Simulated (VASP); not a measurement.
# Sc3Te (Fm-3m) in VASP: a series of runs

Runs on Sc3Te. Level: PBE. Tasks: relaxation of cell and atoms.

Program: VASP 6.6.1. These are calculated values, not measurements. Logs are shortened: lines on timing, memory, paths and dates and some standing lists are left out, and cuts for length are marked.

## Step 1: The structure

It takes space group Fm-3m (No. 225, cubic). The conventional cell has a = 7.139 Å, b = 7.139 Å, c = 7.139 Å, α = 90.00°, β = 90.00°, γ = 90.00°. Sc (site symmetry -43m) has 4 Sc at 3.09 Å and 4 Te at 3.09 Å as nearest neighbours. Around Sc (site symmetry m-3m) lie 8 Sc at 3.09 Å. Te (site symmetry m-3m) is surrounded by 8 Sc at 3.09 Å.

The cell was built by a generator and needn't be a form met in nature.

## Step 2: Relaxation of cell and atoms, PBE

Contents of INCAR:

```
PREC = Accurate
ENCUT = 600
EDIFF = 1E-6
ISMEAR = -1
SIGMA = 0.05
LREAL = F
LASPH = T
NELM = 60
ALGO = Fast
ISIF = 3
LWAVE = F
LCHARG = F
GGA = PE
IBRION = 2
NSW = 40
EDIFFG = -0.02
PSTRESS = 0
```

Contents of KPOINTS:

```
Automatic mesh
0
Gamma
  5 5 5
```

Contents of POSCAR:

```
Sc3Te
1.0
    0.0000000000      3.5695000000      3.5695000000
    3.5695000000      0.0000000000      3.5695000000
    3.5695000000      3.5695000000      0.0000000000
Sc Te
3 1
Direct
    0.2500000000      0.2500000000      0.2500000000
    0.7500000000      0.7500000000      0.7500000000
    0.5000000000      0.5000000000      0.5000000000
    0.0000000000      0.0000000000      0.0000000000
```

Potentials or basis: VASP PAW PBE potentials, release 64 (Sc_sv, Te).

Launch:

```bash
cat potpaw_PBE.64/Sc_sv/POTCAR potpaw_PBE.64/Te/POTCAR > POTCAR
mpirun -np 1 vasp_std > vasp.out
```

OUTCAR:

```text
PREC = Accurate
   ENCUT = 600
   EDIFF = 1E-6
   ISMEAR = -1
   LREAL = F
   LASPH = T
   NELM = 60
   ISIF = 3
   GGA = PE
   IBRION = 2
   NSW = 40
   EDIFFG = -0.02
   PSTRESS = 0

 ion  position               nearest neighbor table
   1  0.250  0.250  0.250-   3 3.09   4 3.09   4 3.09   4 3.09   4 3.09   3 3.09   3 3.09   3 3.09

   2  0.750  0.750  0.750-   3 3.09   4 3.09   3 3.09   3 3.09   3 3.09   4 3.09   4 3.09   4 3.09

   3  0.500  0.500  0.500-   1 3.09   2 3.09   1 3.09   1 3.09   1 3.09   2 3.09   2 3.09   2 3.09

   4  0.000  0.000  0.000-   1 3.09   2 3.09   2 3.09   2 3.09   2 3.09   1 3.09   1 3.09   1 3.09

  LATTYP: Found a face centered cubic cell.
 ALAT       =     7.1390000000

  Lattice vectors:

 A1 = (   0.0000000000,   3.5695000000,   3.5695000000)
 A2 = (   3.5695000000,   0.0000000000,   3.5695000000)
 A3 = (   3.5695000000,   3.5695000000,   0.0000000000)

Analysis of symmetry for initial positions (statically):
=====================================================================
 Subroutine PRICEL returns:
 Original cell was already a primitive cell.

 Routine SETGRP: Setting up the symmetry group for a
 face centered cubic supercell.

 Subroutine GETGRP returns: Found 48 space group operations
 (whereof 48 operations were pure point group operations)
 out of a pool of 48 trial point group operations.

The static configuration has the point symmetry O_h .

Analysis of symmetry for dynamics (positions and initial velocities):
=====================================================================
 Subroutine PRICEL returns:
 Original cell was already a primitive cell.

 Routine SETGRP: Setting up the symmetry group for a
 face centered cubic supercell.

 Subroutine GETGRP returns: Found 48 space group operations
 (whereof 48 operations were pure point group operations)
 out of a pool of 48 trial point group operations.

The dynamic configuration has the point symmetry O_h .

 Subroutine INISYM returns: Found 48 space group operations
 (whereof 48 operations are pure point group operations),
 and found     1 'primitive' translations

----------------------------------------------------------------------------------------

                                     Primitive cell

  volume of cell :      90.9604

  direct lattice vectors                    reciprocal lattice vectors
     0.000000000  3.569500000  3.569500000    -0.140075641  0.140075641  0.140075641
     3.569500000  0.000000000  3.569500000     0.140075641 -0.140075641  0.140075641
     3.569500000  3.569500000  0.000000000     0.140075641  0.140075641 -0.140075641

  length of vectors
     5.048035311  5.048035311  5.048035311     0.242618127  0.242618127  0.242618127

  position of ions in fractional coordinates (direct lattice)
     0.250000000  0.250000000  0.250000000
     0.750000000  0.750000000  0.750000000
     0.500000000  0.500000000  0.500000000
     0.000000000  0.000000000  0.000000000

  ion indices of the primitive-cell ions
   primitive index   ion index
                 1           1
                 2           2
                 3           3
                 4           4

----------------------------------------------------------------------------------------

 KPOINTS: Automatic mesh

Automatic generation of k-mesh.
 Grid dimensions read from file:
 generate k-points for:    5    5    5

 Generating k-lattice:

  Cartesian coordinates                     Fractional coordinates (reciprocal lattice)
    -0.028015128  0.028015128  0.028015128     0.200000000  0.000000000  0.000000000
     0.028015128 -0.028015128  0.028015128     0.000000000  0.200000000  0.000000000
     0.028015128  0.028015128 -0.028015128     0.000000000  0.000000000  0.200000000

  Length of vectors
     0.048523625  0.048523625  0.048523625

  Shift w.r.t. Gamma in fractional coordinates (k-lattice)
     0.000000000  0.000000000  0.000000000

 Subroutine IBZKPT returns following result:
 ===========================================

 Found     10 irreducible k-points:

 Following reciprocal coordinates:
            Coordinates               Weight
  0.000000  0.000000  0.000000      1.000000
  0.200000  0.000000  0.000000      8.000000
  0.400000  0.000000  0.000000      8.000000
  0.200000  0.200000  0.000000      6.000000
  0.400000  0.200000  0.000000     24.000000
 -0.400000  0.200000  0.000000     24.000000
 -0.200000  0.200000  0.000000     12.000000
  0.400000  0.400000  0.000000      6.000000
 -0.400000  0.400000  0.000000     12.000000
 -0.400000  0.400000  0.200000     24.000000
   k-points           NKPTS =     10   k-points in BZ     NKDIM =     10   number of bands    NBANDS=     23
   number of dos      NEDOS =    301   number of ions     NIONS =      4
   total plane-waves  NPLWV =  64000
   dimension x,y,z NGX =    40 NGY =   40 NGZ =   40
   dimension x,y,z NGXF=    80 NGYF=   80 NGZF=   80
   ions per type =               3   1
   NGX,Y,Z   is equivalent  to a cutoff of  13.17, 13.17, 13.17 a.u.
   NGXF,Y,Z  is equivalent  to a cutoff of  26.35, 26.35, 26.35 a.u.
 SYSTEM =  unknown system
   PREC   = accura    normal or accurate (medium, high low for compatibility)
   ISTART =      0    job   : 0-new  1-cont  2-samecut
   ICHARG =      2    charge: 1-file 2-atom 10-const
   ISPIN  =      1    spin polarized calculation?
   LNONCOLLINEAR =      F non collinear calculations
   LSORBIT =      F    spin-orbit coupling
   LASPH  =      T    aspherical Exc in radial PAW
   ENCUT  =  600.0 eV  44.10 Ry    6.64 a.u.  10.08 10.08 10.08*2*pi/ulx,y,z
   NELM   =     60;   NELMIN=  2; NELMDL= -5     # of ELM steps
   EDIFF  = 0.1E-05   stopping-criterion for ELM
   LREAL  =      F    real-space projection
   EDIFFG = -.2E-01   stopping-criterion for IOM
   NSW    =     40    number of steps for IOM
   IBRION =      2    ionic relax: 0-MD 1-quasi-New 2-CG
   NFREE  =      1    steps in history (QN), initial steepest desc. (CG)
   ISIF   =      3    stress and relaxation
   ISYM   =      2    0-nonsym 1-usesym 2-fastsym
   POTIM  = 0.5000    time-step for ionic-motion
   TEBEG  =    0.0;   TEEND  =   0.0 temperature during run
   PSTRESS=    0.0 pullay stress
   NELECT =      39.0000    total number of electrons
   NUPDOWN=      -1.0000    fix difference up-down
   EMIN   =  10.00;   EMAX   =-10.00  energy-range for DOS
   EFERMI =   0.00;   METHOD = LEGACY
   ISMEAR =    -1;   SIGMA  =   0.05  broadening in eV -4-tet -1-fermi 0-gaus
   EFERMI_NEDOS =   21; number of points for ismear=-14 and -15
   IALGO  =     68    algorithm
   IMIX   =      4    mixing-type and parameters
     AMIX     =   0.40;   BMIX     =  1.00
     AMIX_MAG =   1.60;   BMIX_MAG =  1.00
  volume/ion in A,a.u.               =      22.74       153.46
  Fermi-wavevector in a.u.,A,eV,Ry     =   1.234466  2.332802 20.733990  1.523905
  Thomas-Fermi vector in A             =   2.369155
   LORBIT       =      0    0 simple, 1 ext, 2 COOP (PROOUT), +10 PAW based schemes
   GGA     = PE    functional components
   LHFCALC =     F    Hartree Fock is set to
   AEXX    =    0.0000 exact exchange contribution
   IVDW    =     0    specifies the selected vdW correction
   LEPSILON=     F    determine dielectric tensor
   LRPA    =     F    only Hartree local field effects (RPA)
 conjugate gradient relaxation of ions
 non-spin polarized calculation
 RMM-DIIS sequential band-by-band and
  energy-cutoff  :      600.00
  volume of cell :       90.96
 maximum number of plane-waves:      3071
   NGX = 21   NGY = 21   NGZ = 21

 number of electron      39.0000007 magnetization

 Free energy of the ion-electron system (eV)
  ---------------------------------------------------
  ext. energy  EPLUGINS =         0.00000000
  ---------------------------------------------------
  free energy    TOTEN  =       -22.62745904 eV

  energy without entropy =      -22.57497232  energy(sigma->0) =      -22.60121568

 E-fermi :   6.4630     XC(G=0): -10.4044

 val. band max:        6.4224341002   @ k =   0.0000   0.0000   0.0000
 cond. band min:       6.5097836830   @ k =   0.2000   0.2000   0.0000
 fundamental gap:      0.0873495827
 Fermi energy:         6.4629823890

 k-point     1 :       0.0000    0.0000    0.0000
  band No.  band energies     occupation
      1     -43.0633      2.00000
      2     -43.0079      2.00000
      3     -42.9409      2.00000
      4     -21.7914      2.00000
      5     -21.7914      2.00000
      6     -21.7914      2.00000
[... 15 lines left out ...]
     22       6.4224      1.38463
     23       8.7960      0.00000

 k-point     2 :       0.2000    0.0000    0.0000
  band No.  band energies     occupation
      1     -43.0550      2.00000
      2     -43.0098      2.00000
      3     -42.9473      2.00000
      4     -21.8188      2.00000
      5     -21.8134      2.00000
      6     -21.8134      2.00000
[... 15 lines left out ...]
     22       6.4005      1.55471
     23       7.9067      0.00000

 k-point     3 :       0.4000    0.0000    0.0000
  band No.  band energies     occupation
      1     -43.0368      2.00000
      2     -43.0156      2.00000
      3     -42.9597      2.00000
      4     -21.8367      2.00000
      5     -21.8367      2.00000
      6     -21.8180      2.00000
[... 15 lines left out ...]
     22       6.5710      0.20682
     23       7.6998      0.00000
[... 131 lines left out ...]
 k-point     9 :      -0.4000    0.4000    0.0000
  band No.  band energies     occupation
      1     -43.0202      2.00000
      2     -43.0166      2.00000
      3     -42.9753      2.00000
      4     -21.8877      2.00000
      5     -21.8868      2.00000
      6     -21.7557      2.00000
[... 15 lines left out ...]
     22       7.0661      0.00001
     23       7.5135      0.00000

 k-point    10 :      -0.4000    0.4000    0.2000
  band No.  band energies     occupation
      1     -43.0238      2.00000
      2     -43.0163      2.00000
      3     -42.9719      2.00000
      4     -21.8946      2.00000
      5     -21.8416      2.00000
      6     -21.8028      2.00000
[... 15 lines left out ...]
     22       7.0409      0.00002
     23       7.3796      0.00000

------------------------ aborting loop because EDIFF is reached ----------------------------------------

  FORCE on cell =-STRESS in cart. coord.  units (eV):
  Direction    XX          YY          ZZ          XY          YZ          ZX
  --------------------------------------------------------------------------------------
  -------------------------------------------------------------------------------------
  Total       -0.0090769     -0.0090769     -0.0090769      0.0000000      0.0000000      0.0000000
  in kB       -0.1598810     -0.1598810     -0.1598810      0.0000000      0.0000000      0.0000000
  external PRESSURE =      -0.1598810 kB  Pullay stress =       0.0000000 kB

 VOLUME and BASIS-vectors are now :
 -----------------------------------------------------------------------------
  energy-cutoff  :      600.00
  volume of cell :       90.96
      direct lattice vectors                 reciprocal lattice vectors
     0.000000000  3.569500000  3.569500000    -0.140075641  0.140075641  0.140075641
     3.569500000  0.000000000  3.569500000     0.140075641 -0.140075641  0.140075641
     3.569500000  3.569500000  0.000000000     0.140075641  0.140075641 -0.140075641

 POSITION                                       TOTAL-FORCE (eV/Angst)
 -----------------------------------------------------------------------------------
      1.78475      1.78475      1.78475         0.000000      0.000000     -0.000000
      5.35425      5.35425      5.35425        -0.000000     -0.000000     -0.000000
      3.56950      3.56950      3.56950         0.000000     -0.000000      0.000000
      0.00000      0.00000      0.00000         0.000000     -0.000000      0.000000
 -----------------------------------------------------------------------------------
    total drift:                               -0.000000     -0.000000      0.000000

  FREE ENERGIE OF THE ION-ELECTRON SYSTEM (eV)
  ---------------------------------------------------
  free  energy   TOTEN  =       -22.6274590367 eV

  energy  without entropy=      -22.5749723170  energy(sigma->0) =      -22.60121568

 reached required accuracy - stopping structural energy minimisation
```

Wall time 64 s (1 thread of Intel Xeon Platinum 8259CL at 2.50GHz (Skylake/Cascade Lake), shared host); peak memory 0.25 GiB.

What came out:

```yaml
Free_energy: -22.6275 eV
Pressure_after_relaxing: 0.0 GPa
Band_gap_on_the_k_mesh: none (metal or under the smearing width)
```

Final structure:
```yaml
crystal:
  lattice:
    - [0.00000, 3.56950, 3.56950]
    - [3.56950, 0.00000, 3.56950]
    - [3.56950, 3.56950, 0.00000]
  atoms:
    - { symbol: Sc, position: [0.25000, 0.25000, 0.25000] }
    - { symbol: Sc, position: [0.75000, 0.75000, 0.75000] }
    - { symbol: Sc, position: [0.50000, 0.50000, 0.50000] }
    - { symbol: Te, position: [0.00000, 0.00000, 0.00000] }
```

Caveat: the relaxation stopped at its first step, so nothing moved. Spin-orbit coupling is left out, which matters for the levels of Te.

## Step 3: Relaxation of cell and atoms, PBE

Contents of INCAR:

```
PREC = Accurate ; ENCUT = 600
EDIFF = 1E-6 ; ISMEAR = -1
SIGMA = 0.05 ; LREAL = F
LASPH = T ; NELM = 60
ALGO = Fast ; ISIF = 3
LWAVE = F ; LCHARG = F
GGA = PE ; IBRION = 2
NSW = 40 ; EDIFFG = -0.02
PSTRESS = 0 ; NBANDS = 44
```

KPOINTS is that of step 2.

POSCAR is that of step 2.

Potentials or basis: VASP PAW PBE potentials, release 64 (Sc_sv, Te).

Launch:

```bash
cat potpaw_PBE.64/Sc_sv/POTCAR potpaw_PBE.64/Te/POTCAR > POTCAR
mpirun -np 1 vasp_std > vasp.out
```

OUTCAR:

```text
PREC = Accurate
   ENCUT = 600
   EDIFF = 1E-6
   ISMEAR = -1
   LREAL = F
   LASPH = T
   NELM = 60
   ISIF = 3
   GGA = PE
   IBRION = 2
   NSW = 40
   EDIFFG = -0.02
   PSTRESS = 0

 ion  position               nearest neighbor table
   1  0.250  0.250  0.250-   3 3.09   4 3.09   4 3.09   4 3.09   4 3.09   3 3.09   3 3.09   3 3.09

   2  0.750  0.750  0.750-   3 3.09   4 3.09   3 3.09   3 3.09   3 3.09   4 3.09   4 3.09   4 3.09

[... 530 lines left out ...]
  --------------------------------------------------------------------------------------
  -------------------------------------------------------------------------------------
  Total       -0.0133670     -0.0133670     -0.0133670      0.0000000     -0.0000000      0.0000000
  in kB       -0.2354460     -0.2354460     -0.2354460      0.0000000     -0.0000000      0.0000000
  external PRESSURE =      -0.2354460 kB  Pullay stress =       0.0000000 kB

 VOLUME and BASIS-vectors are now :
 -----------------------------------------------------------------------------
  energy-cutoff  :      600.00
  volume of cell :       90.96
      direct lattice vectors                 reciprocal lattice vectors
     0.000000000  3.569500000  3.569500000    -0.140075641  0.140075641  0.140075641
     3.569500000  0.000000000  3.569500000     0.140075641 -0.140075641  0.140075641
     3.569500000  3.569500000  0.000000000     0.140075641  0.140075641 -0.140075641

 POSITION                                       TOTAL-FORCE (eV/Angst)
 -----------------------------------------------------------------------------------
      1.78475      1.78475      1.78475        -0.000000     -0.000000     -0.000000
      5.35425      5.35425      5.35425         0.000000      0.000000      0.000000
      3.56950      3.56950      3.56950        -0.000000     -0.000000      0.000000
      0.00000      0.00000      0.00000        -0.000000     -0.000000      0.000000
 -----------------------------------------------------------------------------------
    total drift:                               -0.000000     -0.000000      0.000000

  FREE ENERGIE OF THE ION-ELECTRON SYSTEM (eV)
  ---------------------------------------------------
  free  energy   TOTEN  =       -22.6274625698 eV

  energy  without entropy=      -22.5749538577  energy(sigma->0) =      -22.60120821

 reached required accuracy - stopping structural energy minimisation
```

CONTCAR:

```text
Sc3Te
   1.00000000000000
     0.0000000000000000    3.5695000000000001    3.5695000000000001
     3.5695000000000001    0.0000000000000000    3.5695000000000001
     3.5695000000000001    3.5695000000000001    0.0000000000000000
  Sc              Te
     3     1
Direct
     0.2500000000000000    0.2500000000000000    0.2500000000000000
     0.7500000000000000    0.7500000000000000    0.7500000000000000
     0.5000000000000000    0.5000000000000000    0.5000000000000000
     0.0000000000000000    0.0000000000000000    0.0000000000000000

  0.00000000E+00  0.00000000E+00  0.00000000E+00
  0.00000000E+00  0.00000000E+00  0.00000000E+00
  0.00000000E+00  0.00000000E+00  0.00000000E+00
  0.00000000E+00  0.00000000E+00  0.00000000E+00
```

It took 61 s on 1 thread of Intel Xeon Platinum 8259CL at 2.50GHz (Skylake/Cascade Lake), shared host; peak memory 0.25 GiB.

What came out:

* Free energy: -22.6275 eV
* Pressure after relaxing: 0.0 GPa
* Band gap on the k mesh: none (metal or under the smearing width)

Final structure:
```
CELL_PARAMETERS angstrom
0.00000 3.56950 3.56950
3.56950 0.00000 3.56950
3.56950 3.56950 0.00000
ATOMIC_POSITIONS crystal
Sc 0.25000 0.25000 0.25000
Sc 0.75000 0.75000 0.75000
Sc 0.50000 0.50000 0.50000
Te 0.00000 0.00000 0.00000
```

Levels at points of the mesh, in eV from the Fermi level:
| k point | band 17 | band 18 | band 19 | band 20 | band 21 | band 22 |
| --- | --- | --- | --- | --- | --- | --- |
| (0.00, 0.00, 0.00) | -2.10 | -1.33 | -1.33 | -0.04 | -0.04 | -0.04 |

Caveat: the relaxation stopped at its first step, so nothing moved. The run has no spin-orbit coupling, so splittings on Te are missing.

## Step 4: Relaxation of cell and atoms, PBE, target pressure 2 GPa, at which the enthalpy is minimised

Contents of INCAR:

```
PREC = Accurate
ENCUT = 600
EDIFF = 1E-6
ISMEAR = -1
SIGMA = 0.05
LREAL = F
LASPH = T
NELM = 60
ALGO = Fast
ISIF = 3
LWAVE = F
LCHARG = F
GGA = PE
IBRION = 2
NSW = 40
EDIFFG = -0.02
PSTRESS = 20
```

KPOINTS is that of step 3.

POSCAR is that of step 3.

Launch:

```bash
cat potpaw_PBE.64/Sc_sv/POTCAR potpaw_PBE.64/Te/POTCAR > POTCAR
mpirun -np 1 vasp_std > vasp.out
```

Wall time 2.4 min (1 thread of Intel Xeon Platinum 8259CL at 2.50GHz (Skylake/Cascade Lake), shared host); peak memory 0.25 GiB.

The run converged. Its results:

```
Free energy                                            : -22.6098 eV
Relaxed volume                                         : 22.00 Å³/atom
Relaxed cell                                           : a = 4.992 Å, b = 4.992 Å, c = 4.992 Å, α = 60.00°, β = 60.00°, γ = 60.00°
Space group after relaxing (to 0.05 Å)                 : Fm-3m (No. 225)
Energy change on relaxing (the enthalpy is what falls) : +4.4 meV/atom
Ionic steps                                            : 3
Pressure after relaxing                                : 2.0 GPa
Band gap on the k mesh                                 : none (metal or under the smearing width)
```

Step by step:
```tsv
step	energy change (eV)	largest force (eV/Å)	pressure (GPa)	volume (Å³)
1	0.0000	0.0000	-0.02	90.96
2	0.0282	0.0000	2.59	87.25
3	0.0177	0.0000	2.00	87.99
```

Final structure:
```
CELL_PARAMETERS angstrom
0.00000 3.53015 3.53015
3.53015 0.00000 3.53015
3.53015 3.53015 0.00000
ATOMIC_POSITIONS crystal
Sc 0.25000 0.25000 0.25000
Sc 0.75000 0.75000 0.75000
Sc 0.50000 0.50000 0.50000
Te 0.00000 0.00000 0.00000
```

Levels at points of the mesh, in eV from the Fermi level:
| k point | band 17 | band 18 | band 19 | band 20 | band 21 | band 22 |
| --- | --- | --- | --- | --- | --- | --- |
| (0.00, 0.00, 0.00) | -1.97 | -1.41 | -1.41 | -0.04 | -0.04 | -0.04 |

Caveat: the cell is relaxed towards a set pressure, so the enthalpy falls and the energy may rise. The run has no spin-orbit coupling, so splittings on Te are missing.

(Continued in part 2 of 2.)
